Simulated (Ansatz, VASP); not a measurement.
# CSO in two plane-wave programs, part 3 of 3

Aim: how closely do two programs agree when they are given the same cell, functional and k mesh? The cell is taken from a series of runs on this material, whose earlier steps may have relaxed, scaled, displaced or heated it; both programs get it as it stands.

VASP 6.6.1 and Ansatz 0.2.0.

So far: Starting point; Ansatz: zone-centre phonons, PBEsol; VASP: zone-centre phonons, PBEsol.

## Step 3: VASP: zone-centre phonons, PBEsol (continued)

Level of this step: PBEsol; plane waves and PAW (C, S, O) (VASP).

Numbers of over 12 decimals in the logs are rounded to 6 here.

Parts of OUTCAR (step 3):

```text
ion  position               nearest neighbor table
   1  0.581  0.581  0.250-   3 1.17   2 1.56
   2  0.319  0.319  0.989-   1 1.56
   3  0.776  0.776  0.444-   1 1.17

  LATTYP: Found a base centered monoclinic cell.
 ALAT       =     5.4811354436
 B/A-ratio  =     1.1961901662
 C/A-ratio  =     0.7679940333
 COS(beta)  =    -0.2587567959

 Subroutine GETGRP returns: Found  2 space group operations
 (whereof  2 operations were pure point group operations)

The static configuration has the point symmetry C_1h.

 Found     68 irreducible k-points:

   k-points           NKPTS =     68   k-points in BZ     NKDIM =     68   number of bands    NBANDS=     14

   dimension x,y,z NGX =    36 NGY =   36 NGZ =   36
   dimension x,y,z NGXF=    72 NGYF=   72 NGZF=   72

   ENCUT  =  600.0 eV  44.10 Ry    6.64 a.u.   8.53  8.53  8.41*2*pi/ulx,y,z

   NELECT =      16.0000    total number of electrons

 k-points in reciprocal lattice and weights: Automatic mesh
   0.00000000  0.00000000  0.00000000       0.005
   0.16666667  0.00000000  0.00000000       0.019
   0.33333333 -0.00000000 -0.00000000       0.019
   0.50000000  0.00000000 -0.00000000       0.009
   0.16666667  0.16666667  0.00000000       0.009
   0.33333333  0.16666667 -0.00000000       0.019
   0.50000000  0.16666667 -0.00000000       0.019
  -0.33333333  0.16666667 -0.00000000       0.019
  -0.16666667  0.16666667  0.00000000       0.009
[...]
-0.33333333  0.33333333  0.50000000       0.009
   0.50000000  0.50000000  0.50000000       0.005

 average (electrostatic) potential at core
       1 -57.9349       2 -92.2660       3 -77.7523

  Total        0.2118916     -0.0647589      0.1610592      0.0000000      0.0000000      0.2411272
  in kB        4.6465804     -1.4200999      3.5318737      0.0000000      0.0000000      5.2876889
  external PRESSURE =       2.2527847 kB  Pullay stress =       0.0000000 kB

  energy-cutoff  :      600.00
  volume of cell :       73.06
      direct lattice vectors                 reciprocal lattice vectors
     2.740332154 -3.278240159 -0.035932169     0.183069054 -0.152520857  0.046476845
     2.740332154  3.278240159 -0.035932169     0.183069054  0.152520857  0.046476845
    -1.035826052  0.000000000  4.080046630     0.003224506  0.000000000  0.245913863

 POSITION                                       TOTAL-FORCE (eV/Angst)
 -----------------------------------------------------------------------------------
      2.92384      0.00000      0.97741        -0.734801      0.000000     -0.660191
      0.72591      0.00000      4.01333         0.171570      0.000000      0.154072
      3.79123      0.00000      1.75669         0.563231      0.000000      0.506118
 -----------------------------------------------------------------------------------
    total drift:                               -0.000010      0.000000     -0.000005

 MACROSCOPIC STATIC DIELECTRIC TENSOR (including local field effects in DFT)
 ------------------------------------------------------
           2.474258     0.000000     0.488792
           0.000000     1.927225     0.000000
           0.488610     0.000000     2.379677
 ------------------------------------------------------

 PIEZOELECTRIC TENSOR (including local field effects)  for field in x, y, z        (C/m^2)
          XX          YY          ZZ          XY          YZ          ZX
  --------------------------------------------------------------------------------
  x    -0.15367    -0.10789    -0.12139     0.00000     0.00000    -0.03350
  y     0.00000     0.00000     0.00000    -0.01220    -0.01301     0.00000
  z    -0.11583    -0.09471    -0.13345     0.00000     0.00000    -0.02796

 BORN EFFECTIVE CHARGES (including local field effects) (in |e|, cummulative output)
 ---------------------------------------------------------------------------------
 ion    1
    1     1.87977     0.00000     1.57060
    2     0.00000     0.13483     0.00000
    3     1.57242     0.00000     1.55630
 ion    2
    1    -0.52186     0.00000    -0.51900
    2     0.00000     0.04939     0.00000
    3    -0.51572     0.00000    -0.41946
 ion    3
    1    -1.35790     0.00000    -1.05160
    2     0.00000    -0.18422     0.00000
    3    -1.05670     0.00000    -1.13684

 Eigenvectors and eigenvalues of the dynamical matrix
 ----------------------------------------------------

   1 f  =   62.406083 THz   392.108982 2PiTHz 2081.642850 cm-1   258.090704 meV
             X         Y         Z           dx          dy          dz
      2.923838  0.000000  0.977405     0.609147    0.000000    0.546885
      0.725905  0.000000  4.013328    -0.075754    0.000000   -0.067825
      3.791230  0.000000  1.756692    -0.420495    0.000000   -0.377759

   2 f  =   25.936655 THz   162.964809 2PiTHz  865.153681 cm-1   107.265337 meV
             X         Y         Z           dx          dy          dz
      2.923838  0.000000  0.977405     0.268632   -0.000000    0.240321
      0.725905  0.000000  4.013328    -0.502555    0.000000   -0.451069
      3.791230  0.000000  1.756692     0.478524    0.000000    0.430200

   3 f  =   14.627930 THz    91.909993 2PiTHz  487.935216 cm-1    60.496229 meV
             X         Y         Z           dx          dy          dz
      2.923838  0.000000  0.977405     0.000000   -0.881924   -0.000000
      0.725905  0.000000  4.013328    -0.000000    0.262945    0.000000
      3.791230  0.000000  1.756692    -0.000000    0.391242    0.000000

   4 f  =   14.606367 THz    91.774513 2PiTHz  487.215971 cm-1    60.407054 meV
             X         Y         Z           dx          dy          dz
      2.923838  0.000000  0.977405    -0.588895   -0.000000    0.656378
      0.725905  0.000000  4.013328     0.175205    0.000000   -0.195791
      3.791230  0.000000  1.756692     0.262018    0.000000   -0.291009

   5 f  =    1.284896 THz     8.073237 2PiTHz   42.859503 cm-1     5.313899 meV
             X         Y         Z           dx          dy          dz
      2.923838  0.000000  0.977405     0.091971    0.000000   -0.095859
      0.725905  0.000000  4.013328    -0.434450   -0.000000    0.494811
      3.791230  0.000000  1.756692     0.498936    0.000000   -0.547569

   6 f  =    1.183912 THz     7.438736 2PiTHz   39.491041 cm-1     4.896263 meV
             X         Y         Z           dx          dy          dz
      2.923838  0.000000  0.977405     0.000000    0.128553    0.000000
      0.725905  0.000000  4.013328     0.000000   -0.664355   -0.000000
      3.791230  0.000000  1.756692    -0.000000    0.736279    0.000000

   7 f/i=    0.003672 THz     0.023070 2PiTHz    0.122472 cm-1     0.015185 meV
             X         Y         Z           dx          dy          dz
      2.923838  0.000000  0.977405     0.397014    0.000000    0.205747
      0.725905  0.000000  4.013328     0.648517    0.000000    0.336218
      3.791230  0.000000  1.756692     0.458276    0.000000    0.237518

   8 f/i=    0.052459 THz     0.329607 2PiTHz    1.749833 cm-1     0.216951 meV
             X         Y         Z           dx          dy          dz
      2.923838  0.000000  0.977405     0.209524    0.000000   -0.401012
      0.725905  0.000000  4.013328     0.318876    0.000000   -0.629065
      3.791230  0.000000  1.756692     0.258052    0.000000   -0.480930

   9 f/i=    0.056995 THz     0.358108 2PiTHz    1.901135 cm-1     0.235711 meV
             X         Y         Z           dx          dy          dz
      2.923838  0.000000  0.977405     0.000000   -0.453524   -0.000000
      0.725905  0.000000  4.013328     0.000000   -0.699637   -0.000000
      3.791230  0.000000  1.756692     0.000000   -0.552108   -0.000000

 MACROSCOPIC STATIC DIELECTRIC TENSOR IONIC CONTRIBUTION
 ------------------------------------------------------
           0.326160    -0.000000    -0.123496
          -0.000000     0.512074     0.000000
          -0.123496     0.000000     0.326819
 ------------------------------------------------------

 ELASTIC MODULI CONTR FROM IONIC RELAXATION (kBar)
 Direction    XX          YY          ZZ          XY          YZ          ZX
 --------------------------------------------------------------------------------
 XX       -1793.5026     -0.5244  -1434.4422      0.0000      0.0000  -1608.8497
 YY          -0.5244     -3.0797      7.6020      0.0000      0.0000      0.7846
 ZZ       -1434.4422      7.6020  -1178.2301     -0.0000     -0.0000  -1295.7032
 XY           0.0000      0.0000     -0.0000    -11.3311     -3.5500      0.0000
 YZ           0.0000      0.0000     -0.0000     -3.5500     -1.8709      0.0000
 ZX       -1608.8497      0.7846  -1295.7032      0.0000      0.0000  -1446.9314
 --------------------------------------------------------------------------------

 PIEZOELECTRIC TENSOR IONIC CONTR  for field in x, y, z        (C/m^2)
          XX          YY          ZZ          XY          YZ          ZX
  --------------------------------------------------------------------------------
  x     0.07754    -0.02459     0.13155     0.00000     0.00000     0.08362
  y     0.00000     0.00000    -0.00000    -0.06942    -0.01713     0.00000
  z     0.11937     0.02432     0.02369    -0.00000    -0.00000     0.09334
```

## Step 4: Side by side

Known differences besides the potentials themselves: fixed occupations in Ansatz, narrow Gaussian smearing in VASP; VASP's run holds the zone centre alone; the cutoff is 420 eV in Ansatz and 600 eV in VASP; Ansatz makes its cores anew for this functional, VASP keeps those of its PBE data sets. Total energies have different zeros and are not compared.

Compared:

```csv
quantity,Ansatz,VASP,difference
ε∞ xx,2.48,2.47,+0.04 %
ε∞ yy,1.93,1.93,-0.06 %
ε∞ zz,2.38,2.38,+0.02 %
Born charge of C1 (mean of the diagonal) (e),1.19,1.19,0.00
Born charge of S2 (mean of the diagonal) (e),-0.30,-0.30,0.00
Born charge of O3 (mean of the diagonal) (e),-0.89,-0.89,0.00
optical mode 1 (cm⁻¹),63.5,39.5,+24.0
optical mode 2 (cm⁻¹),64.8,42.9,+22.0
optical mode 3 (cm⁻¹),504.4,487.2,+3.54 %
optical mode 4 (cm⁻¹),505.2,487.9,+3.54 %
optical mode 5 (cm⁻¹),873.5,865.2,+0.96 %
optical mode 6 (cm⁻¹),2031.1,2081.6,-2.43 %
```

Modes are paired by rising frequency, not by their patterns, so a pair may set unlike modes beside each other; they are those without the splitting of longitudinal modes.

## Step 5: Results

* r.m.s. difference of the optical zone-centre modes, each program's sorted by frequency (zone-centre phonons, PBEsol): 27 cm⁻¹
* difference in optical mode 4 (zone-centre phonons, PBEsol): +3.5 %

**Reading.** The r.m.s. difference of the optical zone-centre modes, each program's sorted by frequency is 27 cm⁻¹ (zone-centre phonons, PBEsol). Among the rows given in per cent, the largest difference of the zone-centre phonons, PBEsol pair is in optical mode 4, +3.5 %. What causes the difference of the zone-centre phonons, PBEsol pair stays open here. How closely two codes agree says nothing of how well the functional describes the real material.

[Lines on the potential files, build, host, timing and source positions are cut from VASP's logs without a mark.]

[Logs are printed without paths, hosts, clocks, repeated set-up lines and the standing remarks that a program may print on its own settings, such as how far it seeks lower states.]

[Hosts, paths, dates, database ids (printed as entryN), source tags and the programs' standing remarks are cut or masked in the printed files.]
